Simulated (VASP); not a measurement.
The input files of a VASP run:

**POSCAR**
```
IrS
1
   -1.8923670000     3.2776760000     0.0000000000
    3.7847350000     0.0000000000     0.0000000000
    0.0000000000     0.0000000000     5.2749940000
Ir S
2 2
Direct
  0.0000000000   0.0000000000   0.0000000000
  0.0000000000   0.0000000000   0.5000000000
  0.6666670000   0.3333330000   0.2500000000
  0.3333330000   0.6666670000   0.7500000000
```

**INCAR**
```
SYSTEM = IrS
PREC = Accurate
ENCUT = 400
EDIFF = 1E-6
NELM = 100
ALGO = Normal
LREAL = .FALSE.
LASPH = .TRUE.
ISMEAR = 0
SIGMA = 0.05
GGA = PE
LMAXMIX = 6
LWAVE = .FALSE.
LCHARG = .FALSE.
ISIF = 2
```

File KPOINTS:
```
Automatic mesh
0
Gamma
5 5 3
0 0 0
```

POTCAR, in this order: Ir S (PBE.64 set). Program: vasp_std.

Q: What happens when VASP runs on this input?

A: There is a fault: the lattice vectors form a left-handed set. VASP stops with an error: ERROR: the triple product of the basis vectors is negative exchange two basis vectors ----> I REFUSE TO CONTINUE WITH THIS SICK JOB ... BYE!!! <----

**standard output**
```
 -----------------------------------------------------------------------------
|                                                                             |
|     EEEEEEE  RRRRRR   RRRRRR   OOOOOOO  RRRRRR      ###     ###     ###     |
|     E        R     R  R     R  O     O  R     R     ###     ###     ###     |
|     E        R     R  R     R  O     O  R     R     ###     ###     ###     |
|     EEEEE    RRRRRR   RRRRRR   O     O  RRRRRR       #       #       #      |
|     E        R   R    R   R    O     O  R   R                               |
|     E        R    R   R    R   O     O  R    R      ###     ###     ###     |
|     EEEEEEE  R     R  R     R  OOOOOOO  R     R     ###     ###     ###     |
|                                                                             |
|     ERROR: the triple product of the basis vectors is negative exchange     |
|     two basis vectors                                                       |
|                                                                             |
|       ---->  I REFUSE TO CONTINUE WITH THIS SICK JOB ... BYE!!! <----       |
|                                                                             |
 -----------------------------------------------------------------------------
```

To mend it, correct POSCAR.
POSCAR:
```
IrS
1
    3.7847350000     0.0000000000     0.0000000000
   -1.8923670000     3.2776760000     0.0000000000
    0.0000000000     0.0000000000     5.2749940000
Ir S
2 2
Direct
  0.0000000000   0.0000000000   0.0000000000
  0.0000000000   0.0000000000   0.5000000000
  0.3333330000   0.6666670000   0.2500000000
  0.6666670000   0.3333330000   0.7500000000
```
The mended run (PBE GGA, plane waves, VASP's PBE PAW potentials (set 64)) converges, and its OSZICAR ends with
```
   1 F= -.24662442E+02 E0= -.24659965E+02  d E =-.495442E-02
```

The structure was generated: IrS was put into the NiAs type (P6_3/mmc), which need not be its known phase. The cell was not relaxed at this level.
